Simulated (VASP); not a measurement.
Calculation: PW91 GGA, VASP's PBE PAW potentials (set 64) (plane waves; VASP).

The input files of a VASP run:

INCAR:
```
SYSTEM = NaF
PREC = Accurate
ENCUT = 520
EDIFF = 1E-6
NELM = 100
ALGO = Normal
LREAL = .FALSE.
LASPH = .TRUE.
ISMEAR = 0
SIGMA = 0.05
GGA = 91
LWAVE = .FALSE.
LCHARG = .FALSE.
IBRION = 2
ISIF = 3
NSW = 60
EDIFFG = -0.01
```

**POSCAR**
```
NaF
1
    0.0000000000     2.3150000000     2.3150000000
    2.3150000000     0.0000000000     2.3150000000
    2.3150000000     2.3150000000     0.0000000000
Na F
1 1
Direct
  0.0000000000   0.0000000000   0.0000000000
  0.5000000000   0.5000000000   0.5000000000
```

**KPOINTS**
```
Automatic mesh
0
Gamma
9 9 9
0 0 0
```

POTCAR, in this order: Na_pv F (PBE.64 set). Program: vasp_std.

Output

**OSZICAR**
```
       N       E                     dE             d eps       ncg     rms          rms(c)
DAV:   1     0.108268313058E+03    0.10827E+03   -0.82840E+03   778   0.151E+03
DAV:   2    -0.340877561169E+01   -0.11168E+03   -0.10373E+03   812   0.362E+02
DAV:   3    -0.950306323829E+01   -0.60943E+01   -0.60710E+01   887   0.885E+01
DAV:   4    -0.956671822345E+01   -0.63655E-01   -0.63644E-01   839   0.935E+00
DAV:   5    -0.956737549137E+01   -0.65727E-03   -0.65726E-03   875   0.996E-01    0.552E+00
DAV:   6    -0.865213074573E+01    0.91524E+00   -0.39500E+00   934   0.191E+01    0.183E+00
DAV:   7    -0.864116207532E+01    0.10969E-01   -0.33650E-02   779   0.263E+00    0.104E+00
DAV:   8    -0.864238974202E+01   -0.12277E-02   -0.27355E-02   779   0.423E+00    0.125E-01
DAV:   9    -0.864325286839E+01   -0.86313E-03   -0.46690E-03   884   0.791E-01    0.981E-02
DAV:  10    -0.864311323430E+01    0.13963E-03   -0.80944E-04   809   0.444E-01    0.141E-02
DAV:  11    -0.864311240625E+01    0.82806E-06   -0.22056E-05   833   0.671E-02    0.237E-03
DAV:  12    -0.864311255217E+01   -0.14593E-06   -0.11085E-06   806   0.136E-02
   1 F= -.86431126E+01 E0= -.86431126E+01  d E =-.864311E+01
       N       E                     dE             d eps       ncg     rms          rms(c)
DAV:   1    -0.871255471234E+01   -0.69442E-01   -0.12726E+00   905   0.195E+01    0.200E+00
DAV:   2    -0.865373433515E+01    0.58820E-01   -0.24204E-01   926   0.543E+00    0.538E-01
DAV:   3    -0.864973089625E+01    0.40034E-02   -0.86512E-03   875   0.223E+00    0.276E-01
DAV:   4    -0.864805668873E+01    0.16742E-02   -0.13852E-03   872   0.136E+00    0.421E-02
DAV:   5    -0.864798369372E+01    0.72995E-04   -0.19167E-04   966   0.240E-01    0.107E-02
DAV:   6    -0.864796887859E+01    0.14815E-04   -0.24822E-05   884   0.103E-01    0.504E-03
DAV:   7    -0.864796849461E+01    0.38398E-06   -0.13106E-06   439   0.161E-02
   2 F= -.86479685E+01 E0= -.86479685E+01  d E =-.485594E-02
       N       E                     dE             d eps       ncg     rms          rms(c)
DAV:   1    -0.866405480989E+01   -0.16086E-01   -0.29773E-01   905   0.936E+00    0.971E-01
DAV:   2    -0.865020658706E+01    0.13848E-01   -0.57768E-02   926   0.263E+00    0.261E-01
DAV:   3    -0.864926558374E+01    0.94100E-03   -0.20697E-03   880   0.111E+00    0.135E-01
DAV:   4    -0.864886511818E+01    0.40047E-03   -0.33166E-04   875   0.664E-01    0.207E-02
DAV:   5    -0.864884678340E+01    0.18335E-04   -0.45074E-05   995   0.117E-01    0.524E-03
DAV:   6    -0.864884293686E+01    0.38465E-05   -0.57698E-06   827   0.507E-02    0.239E-03
DAV:   7    -0.864884283999E+01    0.96866E-07   -0.30951E-07   403   0.792E-03
   3 F= -.86488428E+01 E0= -.86488428E+01  d E =-.573029E-02
       N       E                     dE             d eps       ncg     rms          rms(c)
DAV:   1    -0.865121823331E+01   -0.23753E-02   -0.44651E-02   905   0.361E+00    0.377E-01
DAV:   2    -0.864913457103E+01    0.20837E-02   -0.87817E-03   926   0.102E+00    0.101E-01
DAV:   3    -0.864899432045E+01    0.14025E-03   -0.31178E-04   880   0.435E-01    0.527E-02
DAV:   4    -0.864893208529E+01    0.62235E-04   -0.50278E-05   875   0.259E-01    0.807E-03
DAV:   5    -0.864892884785E+01    0.32374E-05   -0.67856E-06   897   0.454E-02    0.205E-03
DAV:   6    -0.864892812277E+01    0.72508E-06   -0.81134E-07   403   0.199E-02
   4 F= -.86489281E+01 E0= -.86489281E+01  d E =-.581557E-02
```

### OUTCAR
```
------------------------ aborting loop because EDIFF is reached ----------------------------------------
  FORCE on cell =-STRESS in cart. coord.  units (eV):
  Direction    XX          YY          ZZ          XY          YZ          ZX
  --------------------------------------------------------------------------------------
  Total       -0.0010608     -0.0010608     -0.0010608      0.0000000      0.0000000      0.0000000
  in kB       -0.0659840     -0.0659840     -0.0659840      0.0000000      0.0000000      0.0000000
  external PRESSURE =      -0.0659840 kB  Pullay stress =       0.0000000 kB
  volume of cell :       25.76
      direct lattice vectors                 reciprocal lattice vectors
    -0.000000000  2.343970134  2.343970134    -0.213313298  0.213313298  0.213313298
     2.343970134 -0.000000000  2.343970134     0.213313298 -0.213313298  0.213313298
     2.343970134  2.343970134  0.000000000     0.213313298  0.213313298 -0.213313298
  FREE ENERGIE OF THE ION-ELECTRON SYSTEM (eV)
  ---------------------------------------------------
  free  energy   TOTEN  =        -8.6489281228 eV

  energy  without entropy=       -8.6489281228  energy(sigma->0) =       -8.64892812

 reached required accuracy - stopping structural energy minimisation
```
(Selected blocks of OUTCAR.)

**CONTCAR**
```
NaF
   1.00000000000000
    -0.0000000000000000    2.3439701344304500    2.3439701344304500
     2.3439701344304500   -0.0000000000000000    2.3439701344304500
     2.3439701344304500    2.3439701344304500    0.0000000000000000
  Na              F
     1     1
Direct
     1.0000000000000000    1.0000000000000000    1.0000000000000000
     0.5000000000000000    0.5000000000000000    0.5000000000000000
```

Energy and stress use the plane-wave basis of the starting cell.

The compound is NaF in the rock salt structure. This run relaxes it. Symmetry was kept, so distortions that lower it aren't found.
